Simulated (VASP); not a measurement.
An input for Ansatz (written as the equivalent of a VASP run, and not itself run):

Ansatz 0.2 input:
```yaml
crystal:
  lattice:
    - [-1.3603387, 1.3603387, 1.3603387]
    - [1.3603387, -1.3603387, 1.3603387]
    - [1.3603387, 1.3603387, -1.3603387]
  atoms:
    - { symbol: Fe, position: [0.0000000, 0.0000000, 0.0000000], spin: 2.2 }
kpoints:
  mp_grid: { grid: [19, 19, 19] }
hamiltonian:
  xc: pbe
  pseudopotentials: { kind: paw }
magnetization: { spin_polarized: true }
scf:
  occupations: { method: methfessel_paxton, width: 0.1 }
  max_iter: 100
relax:
  max_steps: 40
  f_tol: 0.02
  cell: { p_target: 45 }
output: { forces: true, stress: true, eigenvalues: true }
```

### Question
Write the VASP files for the same calculation (PBE).

### Answer
One answer among several that fit: 
**KPOINTS**
```
Automatic
0
G
  19 19 19
```

### INCAR
```
# general
SYSTEM  = Fe
PREC    = Accurate
ENCUT   = 500
LREAL   = .False.
LASPH   = .True.

# electronic loop
EDIFF   = 1E-6
NELM    = 100
ALGO    = Normal
LMAXMIX = 4

# smearing
ISMEAR  = 1
SIGMA   = 0.1

# functional
GGA     = PE

# spin
ISPIN   = 2
MAGMOM  = 2.2

# ions
IBRION  = 2
NSW     = 40
ISIF    = 3
EDIFFG  = -0.02
PSTRESS = 450

# output
LWAVE   = .False.
LCHARG  = .False.
LORBIT  = 10
```

**POSCAR**
```
Fe
1
   -1.3603386888     1.3603386888     1.3603386888
    1.3603386888    -1.3603386888     1.3603386888
    1.3603386888     1.3603386888    -1.3603386888
Fe
1
Direct
  0.0000000000   0.0000000000   0.0000000000
```

POTCAR, in this order: Fe (PBE.64 set). Program: vasp_std.

The two are equivalent in intent, not identical: each code has its own PAW files, so the cut-off isn't converted (ENCUT is set for VASP's; basis.ecutwfc is left out, and Ansatz then takes the one that its files recommend); Ansatz stops its SCF on the density residual and VASP on the energy change (EDIFF).

The compound is Fe in the bcc structure. This run relaxes it under an external pressure of 45 GPa. Symmetry was kept, so distortions that lower it aren't found.
